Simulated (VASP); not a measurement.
# Be18Ga in VASP: further runs, part 2 of 2

VASP 6.6.1. The steps go on from the part before.

## (4) Single point, PBEsol

File INCAR:

```
PREC = Accurate ; ENCUT = 520
EDIFF = 1E-6 ; ISMEAR = -1
SIGMA = 0.05 ; LREAL = Auto
LASPH = True ; NELM = 100
ALGO = Normal ; ISIF = 2
LWAVE = False ; LCHARG = True
GGA = PS ; LELF = True
LVHAR = True ; NBANDS = 40
```

File KPOINTS:

```
regular mesh
0
Gamma
  4 3 1
```

File POSCAR:

```
Be18Ga
1.0
    4.5800000000      0.0000000000      0.0000000000
    3.4350000000      5.9495950000      0.0000000000
    0.0000000000      0.0000000000     15.5884300000
Be Ga
18 1
Direct
    0.0000000000      0.0000000000      0.0641500780
    0.5000000000      0.0000000000      0.0641500780
    0.0000000420      0.3333332773      0.0641500780
    0.5000000420      0.3333332773      0.0641500780
   -0.0000000420      0.6666667227      0.0641500780
    0.4999999580      0.6666667227      0.0641500780
   -0.1706962031      0.2284051267      0.1818836150
    0.3344568533      0.2207780530      0.1831593047
   -0.1636840947      0.5551418206      0.1810431840
    0.3295426971      0.5577695625      0.1796706917
   -0.1699572512      0.8878617788      0.1812632831
    0.3359728389      0.8914921100      0.1807586781
   -0.0047621533      0.0027274125      0.2947953707
    0.4998325675     -0.0022873826      0.3016564208
    0.0001277015      0.3322029483      0.3005545780
    0.4952983852      0.3363343219      0.3009734784
   -0.0032115343      0.6657359030      0.2960535474
    0.5026359569      0.6643549687      0.2951300420
    0.1711698198      0.7839858007      0.4347927918
```

Command:

```console
$ cat potpaw_PBE.64/Be/POTCAR potpaw_PBE.64/Ga_d/POTCAR > POTCAR
$ mpirun -np 1 vasp_std > vasp.out
```

It took 2.3 min on 1 thread of Intel Xeon 6975P-C (Granite Rapids), shared host; peak memory 0.51 GiB.

Results (log left out):

| Item | Value |
| --- | --- |
| Free energy | -68.5763 eV |
| Largest force | 0.162 eV/Å |
| Band gap on the k mesh | none (metal or under the smearing width) |

Forces on the atoms (eV/Å):
```
Be  -0.070  0.028 -0.047
Be   0.086 -0.015 -0.015
Be   0.047  0.004  0.073
Be  -0.048 -0.074 -0.005
Be  -0.135  0.073 -0.050
Be   0.119 -0.015 -0.026
Be  -0.002 -0.012  0.005
Be   0.000  0.017  0.002
Be  -0.011 -0.002 -0.002
Be   0.016 -0.008  0.006
Be   0.013  0.013 -0.005
Be  -0.007 -0.009  0.006
Be   0.001  0.004  0.022
Be  -0.002  0.008  0.001
Be  -0.002  0.002  0.012
Be  -0.001 -0.011  0.009
Be  -0.004 -0.001  0.000
Be  -0.002 -0.001  0.026
Ga   0.003  0.001 -0.013
```

Levels at points of the mesh, in eV from the Fermi level:
| k point | band 23 | band 24 | band 25 | band 26 | band 27 | band 28 |
| --- | --- | --- | --- | --- | --- | --- |
| (0.00, 0.00, 0.00) | -0.89 | -0.23 | -0.16 | 1.14 | 1.57 | 2.19 |
| (0.50, 0.00, 0.00) | -0.18 | -0.01 | 0.15 | 0.40 | 0.64 | 1.15 |

Caveat: the k mesh is coarse (spacing up to 0.40 Å⁻¹), so the values aren't converged; the PAW data sets were made with another functional, which shifts forces and pressure a little.

## (5) Single point, PBEsol

File INCAR:

```
SYSTEM = Be18Ga
PREC = Accurate ; ENCUT = 520
EDIFF = 1E-6 ; ISMEAR = -1
SIGMA = 0.05 ; LREAL = Auto
LASPH = .TRUE. ; NELM = 100
ALGO = Normal ; ISIF = 2
LWAVE = .FALSE. ; LCHARG = .TRUE.
GGA = PS ; LELF = .TRUE.
LVHAR = .TRUE. ; NBANDS = 40
```

File KPOINTS:

```
regular mesh
0
G
  4 3 1
  0 0 0
```

File POSCAR:

```
Be18Ga
1.0
    4.5800000000      0.0000000000      0.0000000000
    3.4350000000      5.9495950000      0.0000000000
    0.0000000000      0.0000000000     15.5884300000
Be Ga
18 1
Direct
    0.0000000000      0.0000000000      0.0641500780
    0.5000000000      0.0000000000      0.0641500780
    0.0000000420      0.3333332773      0.0641500780
    0.5000000420      0.3333332773      0.0641500780
   -0.0000000420      0.6666667227      0.0641500780
    0.4999999580      0.6666667227      0.0641500780
   -0.1719572937      0.2289750815      0.1813738779
    0.3357829141      0.2212422862      0.1822748667
   -0.1617406951      0.5566851189      0.1817141303
    0.3285747799      0.5573698714      0.1802287337
   -0.1685946157      0.8867625443      0.1811832879
    0.3336596256      0.8921798879      0.1806453248
   -0.0093481446      0.0049043674      0.2936211665
    0.4989853605     -0.0006919799      0.2996698192
    0.0006895352      0.3317918278      0.3004102402
    0.4955918472      0.3358583231      0.3004381455
   -0.0014271335      0.6693613599      0.2999957661
    0.5016239368      0.6642996708      0.2944126509
    0.2452461596      0.8500086140      0.4349687557
```

Potentials or basis: VASP PAW PBE potentials, release 64 (Be, Ga_d).

Command:

```console
$ cat potpaw_PBE.64/Be/POTCAR potpaw_PBE.64/Ga_d/POTCAR > POTCAR
$ mpirun -np 1 vasp_std > vasp.out
```

OUTCAR:

```text
SYSTEM = Be18Ga
   PREC = Accurate
   ENCUT = 520
   EDIFF = 1E-6
   ISMEAR = -1
   LREAL = Auto
   LASPH = .TRUE.
   NELM = 100
   ISIF = 2
   GGA = PS

 ion  position               nearest neighbor table
   1  0.000  0.000  0.064-  12 2.25  11 2.27   7 2.28   5 2.29   3 2.29   6 2.29   4 2.29   2 2.29
                             2 2.29
   2  0.500  0.000  0.064-  12 2.23  11 2.25   8 2.26   6 2.29   4 2.29   3 2.29   5 2.29   1 2.29
                             1 2.29
   3  0.000  0.333  0.064-   7 2.24   9 2.26   8 2.27   1 2.29   2 2.29   4 2.29   4 2.29   6 2.29
[... 523 lines left out ...]
  Total      -13.6895471    -15.2087390      0.2950613      0.6911837     -0.1536481     -0.0595160
  in kB      -51.6350265    -57.3652023      1.1129295      2.6070469     -0.5795389     -0.2244860
  external PRESSURE =     -35.9624331 kB  Pullay stress =       0.0000000 kB

 VOLUME and BASIS-vectors are now :
 -----------------------------------------------------------------------------
  energy-cutoff  :      520.00
  volume of cell :      424.77
      direct lattice vectors                 reciprocal lattice vectors
     4.580000000  0.000000000  0.000000000     0.218340611 -0.126059001  0.000000000
     3.435000000  5.949595000  0.000000000     0.000000000  0.168078668  0.000000000
     0.000000000  0.000000000 15.588430000     0.000000000  0.000000000  0.064150142

 POSITION                                       TOTAL-FORCE (eV/Angst)
 -----------------------------------------------------------------------------------
      0.00000      0.00000      1.00000        -0.151353      0.039850     -0.021522
      2.29000      0.00000      1.00000         0.149970     -0.033427     -0.046821
      1.14500      1.98320      1.00000         0.069776      0.047470      0.034047
      3.43500      1.98320      1.00000        -0.065913     -0.069319      0.024463
      6.87000      3.96640      1.00000        -0.112345      0.056810     -0.031784
      4.58000      3.96640      1.00000         0.116642     -0.016112     -0.034288
[... 11 lines left out ...]
      4.57931      3.95231      4.58943         0.009995      0.003588      0.014147
      4.04301      5.05721      6.78048        -0.010294     -0.015977      0.015355
 -----------------------------------------------------------------------------------
    total drift:                                0.000277     -0.000249      0.002202

  FREE ENERGIE OF THE ION-ELECTRON SYSTEM (eV)
  ---------------------------------------------------
  free  energy   TOTEN  =       -68.5641236337 eV

  energy  without entropy=      -68.5273007287  energy(sigma->0) =      -68.54571218
```

OSZICAR:

```text
N       E                     dE             d eps       ncg     rms          rms(c)
DAV:   1     0.204331648466E+03    0.20433E+03   -0.17521E+04   560   0.996E+02
DAV:   2    -0.511870680553E+02   -0.25552E+03   -0.23623E+03   632   0.221E+02
DAV:   3    -0.743471401320E+02   -0.23160E+02   -0.22424E+02   736   0.723E+01
[... 12 lines left out ...]
DAV:  16    -0.685640668558E+02   -0.28207E-03   -0.60141E-05   672   0.266E-02    0.447E-03
DAV:  17    -0.685641114091E+02   -0.44553E-04   -0.98893E-06   616   0.108E-02    0.175E-03
DAV:  18    -0.685641220795E+02   -0.10670E-04   -0.29052E-06   568   0.586E-03    0.667E-04
DAV:  19    -0.685641233400E+02   -0.12605E-05   -0.37974E-07   544   0.264E-03    0.296E-04
DAV:  20    -0.685641236337E+02   -0.29371E-06   -0.96169E-08   488   0.127E-03
   1 F= -.68564124E+02 E0= -.68545712E+02  d E =-.368229E-01
```

stdout:

```text
POSCAR found type information on POSCAR BeGa
 POSCAR found :  2 types and      19 ions
 scaLAPACK will be used
 -----------------------------------------------------------------------------
|                                                                             |
|                                                                             |
|     You enforced a specific xc type in the INCAR file but a different       |
|     I HOPE YOU KNOW WHAT YOU ARE DOING!                                     |
|                                                                             |
 -----------------------------------------------------------------------------

 LDA part: xc-table for (Slater+PW92), standard interpolation
 POSCAR, INCAR and KPOINTS ok, starting setup
 FFT: planning ... GRIDC
 FFT: planning ... GRID_SOFT
 FFT: planning ... GRID
 WAVECAR not read
 entering main loop
```

Wall time 2.3 min (1 thread of Intel Xeon 6975P-C (Granite Rapids), shared host); peak memory 0.51 GiB.

What came out:

- Free energy: -68.5641 eV
- Largest force: 0.161 eV/Å
- Band gap on the k mesh: none (metal or under the smearing width)

Forces on the atoms (eV/Å):
```
Be  -0.151  0.040 -0.022
Be   0.150 -0.033 -0.047
Be   0.070  0.047  0.034
Be  -0.066 -0.069  0.024
Be  -0.112  0.057 -0.032
Be   0.117 -0.016 -0.034
Be   0.005 -0.005 -0.006
Be  -0.001  0.007  0.005
Be  -0.006  0.008  0.001
Be   0.006 -0.004 -0.002
Be   0.005  0.012  0.001
Be  -0.004 -0.003  0.000
Be   0.007 -0.007  0.003
Be   0.003  0.000  0.014
Be   0.004 -0.011  0.012
Be  -0.009  0.004  0.014
Be  -0.016 -0.013  0.003
Be   0.010  0.004  0.014
Ga  -0.010 -0.016  0.015
```

Caveat: the k mesh is coarse (spacing up to 0.40 Å⁻¹), so the values aren't converged; the PAW data sets were made with another functional, which shifts forces and pressure a little.
